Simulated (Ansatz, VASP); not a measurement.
# Ge (zigzag Ge chain): VASP beside Ansatz, part 2 of 2

Aim: how closely do two programs agree when they are given the same cell, functional and k mesh? The structure shown is the start of the Ansatz relaxation below; VASP solves that cell, so the two are compared at the walk's first step. Other levels of theory on this material are compared in a session of their own.

VASP 6.6.1 and Ansatz 0.2.0.

So far: Set-up; Ansatz: relaxation, RPBE; VASP: single point, RPBE, start cell.

## 4. Differences

Known differences besides the potentials themselves: the cutoff is 420 eV in Ansatz and 410 eV in VASP; Ansatz makes its cores anew for this functional, VASP keeps those of its PBE data sets. Total energies have different zeros and are not compared.

Forces (eV/Å; atoms numbered as in POSCAR):

| atom | Ansatz x, y, z | VASP x, y, z |
| --- | --- | --- |
| Ge1 | -1.188, 0.000, 0.000 | -1.171, 0.000, 0.000 |
| Ge2 | 1.188, 0.000, 0.000 | 1.171, 0.000, 0.000 |

The forces differ by 9.8 meV/Å r.m.s., which is 1.4 % of the r.m.s. force of 0.676 eV/Å (both taken over all components). Moments aren't recorded for both runs of this pair, so they may hold unlike magnetic states.

## 5. Ansatz: relaxation, PBEsol

The two programs are compared at the cell with which this relaxation starts, whose forces are those of its first step.

The structure compared here is the start of the Ansatz relaxation; VASP solves that cell, so the two are compared at the walk's first step.

input.yaml reads:

```yaml
crystal:
  lattice:
    - [9.0, 0.0, 0.0]
    - [0.0, 7.5, 0.0]
    - [0.0, 0.0, 4.0262410234]
  atoms:
    - { symbol: Ge, position: [0.440533602, 0.5, 0.0], spin: 0.3 }
    - { symbol: Ge, position: [0.559466398, 0.5, 0.5], spin: 0.3 }
magnetization:
  spin_polarized: true
kpoints:
  mp_grid: { grid: [1, 1, 20] }
scf:
  occupations: { method: fermi_dirac, width: 0.05 }
hamiltonian:
  xc: pbesol
relax:
  cell: { fix: [a, b, alpha, beta, gamma] }
  max_steps: 60
```

Command:

```console
$ ansatz run input.yaml --threads 4 --pin off --max-ram 8192MiB --backend cpu --events-out ev --progress --plain --runs-dir out
```

Numbers of over 12 decimals in the logs are rounded to 6 here.

Output:

```text
[...]
Crystal: 2 atoms, lattice volume = 271.771 Å³
Basis set: ecut = 420 eV, 5335 PW (Γ), exchange–correlation on 128×108×54 points (8 copies of the dense FFT grid, shifted against one another)
Bands: 19, of which v1, the nominal top of the filled ones, is band 14 counted from 1 (13 counted from 0)
Symmetry: 8 space group operations
[...]
0.000000       0.165180       0.000000
        0.000000       0.000000       0.010936
  P = ⅓ Tr σ = 0.0718 GPa (0.718 kbar)
--- Relaxed structure (4 steps of the walk, 4 accepted, 1 SCFs on fresh bases) ---
[...]
cell:  # Å, volume = 265.8552 Å³
    - [9.0, 0.0, 0.0]
    - [0.0, 7.5, 0.0]
    - [0.0, 0.0, 3.938595]
  atoms:
    - { symbol: Ge, position: [0.430496, 0.5, 0.0] }
    - { symbol: Ge, position: [0.569504, 0.5, 0.5] }
[key lines of the parts left out:]
SCF converged after 5 iterations
Magnetization: -0.0000 μB (14.0000 up, 14.0000 down)
Free energy (F): -8504.304582 eV
Fermi energy:    -2.455003 eV
```

## 6. VASP: single point, PBEsol, start cell

The same cell, functional, mesh and smearing now go to VASP, with its own data sets.

INCAR reads:

```
SYSTEM = Ge
PREC = Accurate
ENCUT = 410
EDIFF = 1E-06
NELM = 200
ISMEAR = -1
SIGMA = 0.05
LREAL = .FALSE.
ALGO = Normal
GGA = PS
NBANDS = 21
ISPIN = 2
MAGMOM = -0 -0
LORBIT = 11
LWAVE = .FALSE.
LCHARG = .FALSE.
ISIF = 2
LASPH = .TRUE.
GGA_COMPAT = .FALSE.
KPAR = 2
```

POSCAR reads:

```
Ge
1.0
    9.0000000000      0.0000000000      0.0000000000
    0.0000000000      7.5000000000      0.0000000000
    0.0000000000      0.0000000000      4.0262410000
Ge
2
Direct
    0.4405335556      0.5000000000      0.0000000000
    0.5594664444      0.5000000000      0.5000001242
```

KPOINTS reads:

```
Automatic mesh
0
Gamma
1 1 20
0 0 0
```

PAW data sets: Ge_d (PBE family, release 64).

Command:

```console
$ mpirun -np 2 vasp_std
```

Output:

```text
[banner, memory and clock lines left out]
running    2 mpi-ranks, on    1 nodes
[...]
[... a notice as in an earlier step ...]

 LDA part: xc-table for (Slater+PW92), standard interpolation
 POSCAR, INCAR and KPOINTS ok, starting setup
[...]
entering main loop
       N       E                     dE             d eps       ncg     rms          rms(c)
DAV:   1     0.155007785322E+03    0.15501E+03   -0.13194E+04  1067   0.135E+03
DAV:   2     0.126372734145E+02   -0.14237E+03   -0.13900E+03  1082   0.288E+02
DAV:   3    -0.649363088482E+01   -0.19131E+02   -0.19075E+02  1227   0.118E+02
DAV:   4    -0.732007262058E+01   -0.82644E+00   -0.82607E+00  1078   0.285E+01
[...]
DAV:  15    -0.711591388745E+01   -0.89896E-04   -0.80956E-06   813   0.163E-02    0.203E-03
DAV:  16    -0.711593307006E+01   -0.19183E-04   -0.43492E-06   803   0.104E-02    0.141E-03
DAV:  17    -0.711593389737E+01   -0.82730E-06   -0.14122E-07   804   0.371E-03
   1 F= -.71159339E+01 E0= -.71110699E+01  d E =-.972793E-02  mag=     0.0000
```

OUTCAR, selected parts (step 6):

```text
  Total        0.7784440      0.1635749      0.3137482      0.0000000      0.0000000      0.0000000
  in kB        4.5891731      0.9643259      1.8496444      0.0000000      0.0000000      0.0000000
  external PRESSURE =       2.4677145 kB  Pullay stress =       0.0000000 kB

 POSITION                                       TOTAL-FORCE (eV/Angst)
 -----------------------------------------------------------------------------------
      3.96480      3.75000      0.00000        -0.782315      0.000000      0.000000
      5.03520      3.75000      2.01312         0.782315      0.000000      0.000000
 -----------------------------------------------------------------------------------
    total drift:                                0.000144      0.000000     -0.000186

  FREE ENERGIE OF THE ION-ELECTRON SYSTEM (eV)
  ---------------------------------------------------
  free  energy   TOTEN  =        -7.1159338974 eV

  energy  without entropy=       -7.1062059667  energy(sigma->0) =       -7.11106993

[... 3 parts as in an earlier step ...]

[... 1 further part left out ...]
[key lines of the parts left out:]
E-fermi :  -3.1205
```

## 7. Differences

Forces (eV/Å; atoms numbered as in POSCAR):

| atom | Ansatz x, y, z | VASP x, y, z |
| --- | --- | --- |
| Ge1 | -0.798, 0.000, 0.000 | -0.782, 0.000, 0.000 |
| Ge2 | 0.798, 0.000, 0.000 | 0.782, 0.000, 0.000 |

The forces differ by 9.2 meV/Å r.m.s., which is 2.0 % of the r.m.s. force of 0.452 eV/Å (both taken over all components). Moments aren't recorded for both runs of this pair, so they may hold unlike magnetic states.

## 8. Summary of results

| Item | Value |
| --- | --- |
| r.m.s. force difference (single point, RPBE, start cell) | 1.4 % of the r.m.s. force |
| r.m.s. force difference (single point, PBEsol, start cell) | 2.0 % of the r.m.s. force |

**Reading.** The r.m.s. force difference is 2.0 % of the r.m.s. force (single point, PBEsol, start cell), within the 3 % picked in this series as the mark of a large difference. 8 further runs of this series are not shown here. Such differences can come from data sets, numerical settings and the points named under the comparisons, not from the functional's error against experiment.

[Lines on the potential files, build, host, timing and source positions are cut from VASP's logs without a mark.]

[Logs are printed without paths, hosts, clocks, repeated set-up lines and the standing remarks that a program may print on its own settings, such as how far it seeks lower states.]

[Hosts, paths, dates, database ids (printed as entryN), source tags and the programs' standing remarks are cut or masked in the printed files.]
